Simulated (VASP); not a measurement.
AuAl2 (fluorite) is relaxed at rising pressure, each step from the one before. Symmetry mostly holds the structure type, and other phases were not tried. The mesh follows the cell, and a change of mesh leaves a small step in the series.

Given:

```cif
data_Al8Au4
_chemical_formula_sum 'Al8 Au4'
_space_group_name_H-M_alt 'Fm-3m'
_space_group_IT_number 225
_space_group_name_Hall '-F 4 2 3'
_cell_length_a 5.95849
_cell_length_b 5.95849
_cell_length_c 5.95849
_cell_angle_alpha 90.000
_cell_angle_beta 90.000
_cell_angle_gamma 90.000
loop_
_atom_site_label
_atom_site_type_symbol
_atom_site_symmetry_multiplicity
_atom_site_Wyckoff_symbol
_atom_site_fract_x
_atom_site_fract_y
_atom_site_fract_z
_atom_site_occupancy
Al1 Al 8 c 0.25000 0.25000 0.25000 1
Au1 Au 4 a 0.00000 0.00000 0.00000 1
```
(The calculation used a cell of 3 atoms; values per cell refer to that cell.)

The numbers are results of LDA (Ceperley-Alder, Perdew-Zunger), VASP's LDA PAW potentials (set 64) (plane waves; VASP), not measurements. Settings: 500 eV cut-off, 9×9×9 Γ-centred mesh, first-order Methfessel-Paxton smearing of 0.10 eV, potentials Al Au.

Unless said otherwise, spin-orbit coupling is left out, though it shifts the bands of the heavy elements here.

```tsv
P (GPa)	V (Å³/atom)	H − H(0) (eV/atom)	space group	gap on the mesh (eV)	k-mesh
0	17.63	0.000	Fm-3m	0.00	9×9×9
5	16.99	0.540	Fm-3m	0.00	9×9×9
10	16.45	1.062	Fm-3m	0.00	9×9×9
20	15.59	2.060	Fm-3m	0.00	9×9×9
30	14.91	3.012	Fm-3m	0.00	9×9×9
45	14.12	4.369	Fm-3m	0.00	10×10×10
```

Pressures at which the relaxation failed are left out.

The compound is AuAl2 in the fluorite structure. The electron count is odd and the run is not spin-polarised, which forces a metal.
